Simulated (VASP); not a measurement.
```
CELL_PARAMETERS angstrom
      6.29708     0.00000     0.00000
      0.00000     6.29708     0.00000
      0.00000     0.00000     6.29708
ATOMIC_POSITIONS crystal
  Mg 0.00000 0.00000 0.00000
  Mg 0.50000 0.50000 0.00000
  Mg 0.50000 0.00000 0.50000
  Te 0.22962 0.27038 0.27038
  Te 0.77038 0.72962 0.27038
  Te 0.77038 0.27038 0.72962
  Te 0.22962 0.72962 0.72962
  Be 0.00000 0.50000 0.50000
```

Calculation: PBE GGA, VASP's PBE PAW potentials (set 64) (plane waves; VASP). Settings: 400 eV cut-off, Gaussian smearing of 0.050 eV, potentials Mg Te Be.

Unless said otherwise, spin-orbit coupling is left out, though it shifts the bands of the heavy elements here.

Problem. Predict the band gap (along the path) with the smallest direct gap where there is one.

Solution. 
```json
{
 "band gap (along the path)": "2.34 eV",
 "smallest direct gap (along the path)": "2.34 eV"
}
```

The structure was generated: BeMg3Te4 was put into an ordered model structure (P-43m), which need not be its known phase. It was relaxed first.
